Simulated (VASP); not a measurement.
The input files of a VASP run:

### POSCAR
```
SiMo
1
   -1.6681044557     1.6681044557     5.2745665017
    1.6681044557    -1.6681044557     5.2745665017
    1.6681044557     1.6681044557    -5.2745665017
Mo Si
2 2
Direct
  0.7441768118   0.7441768118   0.0000000000
  0.4941768118   0.9941768118   0.5000000000
  0.1718231882   0.1718231882   0.0000000000
  0.9218231882   0.4218231882   0.5000000000
```

### KPOINTS
```
Automatic mesh
0
Gamma
14 14 14
0 0 0
```

INCAR:
```
# general
SYSTEM =SiMo
PREC   =Accurate
ENCUT  =400
LREAL  =.FALSE.
LASPH  =.TRUE.

# electronic loop
EDIFF  =1E-7
NELM   =100
ALGO   =Normal
LMAXMIX=4

# smearing
ISMEAR =-5

# functional
GGA    =PS

# ions
ISIF   =2

# output
LWAVE  =.FALSE.
LCHARG =.TRUE.
LORBIT =11
NEDOS  =601

# other
LEFG   =.TRUE.
```

POTCAR, in this order: Mo_sv Si (PBE.64 set). Program: vasp_std.

Problem. Write an equivalent input for Ansatz.

Solution. One equivalent input (not run):
Ansatz 0.2 input:
```yaml
crystal:
  lattice:
    - [-1.6681045, 1.6681045, 5.2745665]
    - [1.6681045, -1.6681045, 5.2745665]
    - [1.6681045, 1.6681045, -5.2745665]
  atoms:
    - { symbol: Mo, position: [0.7441768, 0.7441768, 0.0000000] }
    - { symbol: Mo, position: [0.4941768, 0.9941768, 0.5000000] }
    - { symbol: Si, position: [0.1718232, 0.1718232, 0.0000000] }
    - { symbol: Si, position: [0.9218232, 0.4218232, 0.5000000] }
kpoints:
  mp_grid: { grid: [14, 14, 14] }
hamiltonian:
  xc: pbesol
  pseudopotentials: { kind: paw }
scf:
  occupations: { method: tetrahedron }
  max_iter: 100
output: { forces: true, stress: true, eigenvalues: true }
```
Limits of the translation: each code has its own PAW files, so the cut-off isn't converted (ENCUT is set for VASP's; basis.ecutwfc is left out, and Ansatz then takes the one that its files recommend); Ansatz stops its SCF on the density residual and VASP on the energy change (EDIFF); the field gradients of LEFG aren't asked of the other code.

The structure was generated: SiMo was put into the NbAs type (I4_1md), which need not be its known phase. It was relaxed first, which changed the volume by -6 %.
